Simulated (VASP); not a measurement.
A run of VASP 6.6.1:

The input POSCAR:

```
HfIn4SiO6                               
1.0
    2.6922251215     -4.6569126632      0.0076748256
    2.6922251215      4.6569126632      0.0076748256
   -1.8638739592      0.0000000000      7.1783112132
  Hf              In              Si              O             
     1     4     1     6
Direct
     0.7882502157034784    0.2117497842965216    0.0000000000000000
     0.6215577694968237    0.3784422305031762    0.5000000000000000
     0.4549966486633206    0.5450033513366794    0.0000000000000000
     0.2845930122399498    0.7154069877600502    0.5000000000000000
     0.9578270103206655    0.0421729896793345    0.5000000000000000
     0.1216513376962056    0.8783486623037945    0.0000000000000000
     0.0600575923955470    0.1128209791613848    0.8629784547592881
     0.8871790208386152    0.9399424076044530    0.1370215452407119
     0.7937583086458330    0.5358162099848541    0.8628572049447993
     0.4641837900151459    0.2062416913541670    0.1371427950552007
     0.1541831530383890    0.6293978590539855    0.1370666368833650
     0.3706021409460143    0.8458168469616110    0.8629333631166349
```

File INCAR.step1:

```
AGGAC = 0.0 ; ALGO = Normal
EDIFF = 1E-6 ; ENCUT = 520
GGA = CX ; ISIF = 2
ISMEAR = -1 ; KPAR = 4
LASPH = True ; LCHARG = True
LMAXMIX = 4 ; LREAL = False
LUSE_VDW = True ; LWAVE = False
NBANDS = 63 ; NELM = 100
PREC = Accurate ; SIGMA = 0.05
```

File KPOINTS.step1:

```
k-points
0
Gamma
  6 6 4
```

INCAR.step2

```
AGGAC = 0.0 ; ALGO = Normal
EDIFF = 1E-6 ; ENCUT = 520
GGA = CX ; ICHARG = 11
ISIF = 2 ; ISMEAR = 0
KPAR = 4 ; LASPH = True
LCHARG = False ; LMAXMIX = 4
LREAL = False ; LUSE_VDW = True
LWAVE = False ; NBANDS = 63
NELM = 100 ; PREC = Accurate
SIGMA = 0.05
```

File KPOINTS.step2:

```
path GYFHZIF1,H1Y1XGN,MG
20
line-mode
reciprocal
 0.0000000000  0.0000000000  0.0000000000  G
-0.3333490070 -0.3333490070  0.0569735895  Y

-0.3333490070 -0.3333490070  0.0569735895  Y
-0.3635935574 -0.3635935574  0.4067587612  F

-0.3635935574 -0.3635935574  0.4067587612  F
-0.3031044566 -0.3031044566  0.7071884177  H

-0.3031044566 -0.3031044566  0.7071884177  H
 0.0000000000  0.0000000000  0.5000000000  Z

 0.0000000000  0.0000000000  0.5000000000  Z
-0.5000000000  0.5000000000  0.5000000000  I

-0.5000000000  0.5000000000  0.5000000000  I
-0.6364064426  0.3635935574  0.5932412388  F1

-0.6968955434  0.3031044566  0.2928115823  H1
-0.6666509930  0.3333490070 -0.0569735895  Y1

-0.6666509930  0.3333490070 -0.0569735895  Y1
-0.5000000000  0.5000000000  0.0000000000  X

-0.5000000000  0.5000000000  0.0000000000  X
 0.0000000000  0.0000000000  0.0000000000  G

 0.0000000000  0.0000000000  0.0000000000  G
-0.5000000000  0.0000000000  0.0000000000  N

-0.5000000000  0.0000000000  0.5000000000  M
 0.0000000000  0.0000000000  0.0000000000  G
```

Potentials or basis: VASP PAW PBE potentials, release 64 (Hf_pv, In_d, Si, O).

Command:

```bash
$ cat potpaw_PBE.64/Hf_pv/POTCAR potpaw_PBE.64/In_d/POTCAR potpaw_PBE.64/Si/POTCAR potpaw_PBE.64/O/POTCAR > POTCAR
$ cp INCAR.step1 INCAR
$ cp KPOINTS.step1 KPOINTS
$ mpirun -np 4 vasp_std > vasp.out
$ cp INCAR.step2 INCAR
$ cp KPOINTS.step2 KPOINTS
$ mpirun -np 4 vasp_std > vasp.out
```

Hardware: 4 MPI ranks on Intel(R) Xeon(R) 6975P-C (Granite Rapids), with other jobs on the host.

Problem. Estimate the wall time of this run.

Solution. Wall time 8.6 min on 4 MPI ranks on Intel(R) Xeon(R) 6975P-C (Granite Rapids) (shared host), peak memory 2.2 GiB a rank. Counts: scf iterations 9, k points 220.
